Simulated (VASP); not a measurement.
Level of theory: PBE0 hybrid, VASP's PBE PAW potentials (set 64) (plane waves; VASP).

Input for VASP

File POSCAR:
```
Li2S
1
    0.0000000000     2.8938580000     2.8938580000
    2.8938580000     0.0000000000     2.8938580000
    2.8938580000     2.8938580000     0.0000000000
Li S
2 1
Direct
  0.7500000000   0.7500000000   0.7500000000
  0.2500000000   0.2500000000   0.2500000000
  0.0000000000   0.0000000000   0.0000000000
```

INCAR:
```
! general
SYSTEM   = Li2S
PREC     = Accurate
ENCUT    = 400   ! plane-wave cut-off (eV)
LREAL    = .False.
LASPH    = .True.
ISYM     = 3

! electronic loop
EDIFF    = 1E-6
NELM     = 100   ! most electronic steps
ALGO     = Normal   ! blocked Davidson

! smearing
ISMEAR   = -1
SIGMA    = 0.01   ! width (eV)

! functional
GGA      = PE   ! PBE
LHFCALC  = .True.
AEXX     = 0.25
HFRCUT   = -1
PRECFOCK = Fast

! ions
ISIF     = 2

! output
LWAVE    = .False.
LCHARG   = .False.
```

### KPOINTS
```
kpoints
0
gamma
9 9 9
0 0 0
```

POTCAR, in this order: Li_sv S (PBE.64 set). Program: vasp_std.

### Question
What will the output report for the number of irreducible k-points (NKPTS), largest plane-wave count, number of space-group operations, FFT grid (NGX, NGY, NGZ)?

### Answer

number of irreducible k-points (NKPTS): 35
largest plane-wave count: 899
number of space-group operations: 48
FFT grid (NGX, NGY, NGZ): 28 × 28 × 28

The structure comes from a computed database's Li2S entry; how it stands against other phases isn't given here. The cell was not relaxed at this level. The run is one of a series of settings (KPOINTS 9×9×9 Γ-centred mesh against the base run), some of them coarse on purpose.
